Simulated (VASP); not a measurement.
Write the native input for VASP 6.6.1 that does the following.

* Task: relaxation of cell and atoms
* Functional: PBE
* Potentials or basis: VASP PAW PBE potentials, release 64 (Si, B)
* Cutoff: 520 eV
* k mesh: 7 × 7 × 7
* Occupations: gaussian, width 0.1 eV
* Spin: no spin polarisation
* Further INCAR settings: ALGO = Normal; EDIFF = 1e-06; IBRION = 2; EDIFFG = -0.01; NSW = 90; ISIF = 3

The structure of SiB6 lies in POSCAR:

```
SiB6
1.0
    4.1300000000      0.0000000000      0.0000000000
    0.0000000000      4.1300000000      0.0000000000
    0.0000000000      0.0000000000      4.1300000000
Si B
1 6
Direct
    0.0000000000      0.0000000000      0.0000000000
    0.2100000000      0.5000000000      0.5000000000
    0.5000000000      0.2100000000      0.5000000000
    0.7900000000      0.5000000000      0.5000000000
    0.5000000000      0.7900000000      0.5000000000
    0.5000000000      0.5000000000      0.2100000000
    0.5000000000      0.5000000000      0.7900000000
```

These files were run (other wordings do the same):

INCAR

```
SYSTEM = SiB6
PREC = Accurate
ENCUT = 520
EDIFF = 1E-6
ISMEAR = 0
SIGMA = 0.1
LREAL = .False.
LASPH = .True.
NELM = 120
ALGO = Normal
ISIF = 3
LWAVE = .False.
LCHARG = .False.
GGA = PE
IBRION = 2
NSW = 90
EDIFFG = -0.01
KPAR = 4
```

KPOINTS

```
regular mesh
0
Gamma
  7 7 7
  0 0 0
```

Potentials or basis: VASP PAW PBE potentials, release 64 (Si, B).

Command:

```sh
$ cat potpaw_PBE.64/Si/POTCAR potpaw_PBE.64/B/POTCAR > POTCAR
$ mpirun -np 4 vasp_std > vasp.out
```

Results of the run:

```
Relaxed volume                         : 10.08 Å³/atom
Relaxed cell                           : a = 4.133 Å, b = 4.133 Å, c = 4.133 Å, α = 90.00°, β = 90.00°, γ = 90.00°
Space group after relaxing (to 0.05 Å) : Pm-3m (No. 221)
Energy gained by relaxing              : 47.5 meV/atom
Ionic steps                            : 9
Pressure after relaxing                : 0.0 GPa
Band gap on the k mesh                 : 0.11 eV, indirect (least direct gap 0.75 eV)
```

Caveat: an odd mesh through Γ misses points on the zone boundary, where band edges often lie.

Run time: 46 s on 4 MPI ranks on Intel(R) Xeon(R) Platinum 8259CL CPU @ 2.50GHz (Skylake/Cascade Lake), on a shared host, peak memory 0.18 GiB a rank.
